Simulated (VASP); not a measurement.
Data:

```
CELL_PARAMETERS angstrom
      5.36018     0.00000     0.00000
      0.00000     3.79022     0.00000
      0.00000     0.00000    26.23252
ATOMIC_POSITIONS crystal
  Zn 0.00000 0.00000 0.68061
  Zn 0.50000 0.50000 0.60836
  Zn 0.00000 0.00000 0.53612
  Zn 0.50000 0.50000 0.46388
  Zn 0.00000 0.00000 0.39164
  Zn 0.50000 0.50000 0.31939
  S  0.25000 0.00000 0.60836
  S  0.75000 0.50000 0.68061
  S  0.25000 0.00000 0.46388
  S  0.75000 0.50000 0.53612
  S  0.25000 0.00000 0.31939
  S  0.75000 0.50000 0.39164
```

Computed with PBEsol GGA, VASP's PBE PAW potentials (set 64) (plane waves; VASP). Run with PREC = Normal, EDIFF = 1E-5, 400 eV cut-off, 4×5×1 Γ-centred mesh, Gaussian smearing of 0.050 eV, potentials Zn S.

**Question.** The ions are relaxed. What does this cell relax into?

**Answer.** 
```
CELL_PARAMETERS angstrom
      5.36018     0.00000     0.00000
      0.00000     3.79022     0.00000
      0.00000     0.00000    26.23252
ATOMIC_POSITIONS crystal
  Zn 0.94458 0.00000 0.66393
  Zn 0.51654 0.50000 0.61263
  Zn 0.01420 0.00000 0.53432
  Zn 0.51420 0.50000 0.46568
  Zn 0.01654 0.00000 0.38737
  Zn 0.44458 0.50000 0.33607
  S  0.26526 0.00000 0.60739
  S  0.74786 0.50000 0.68655
  S  0.26156 0.00000 0.46227
  S  0.76156 0.50000 0.53773
  S  0.24786 0.00000 0.31345
  S  0.76526 0.50000 0.39261
```

**Question.** How much energy does the relaxation gain?

**Answer.** The energy (σ→0) changes by -84.1 meV/atom, in 19 ionic steps.

The cell is a thin slab with vacuum, built from ZnS (zinc blende): (110) face.
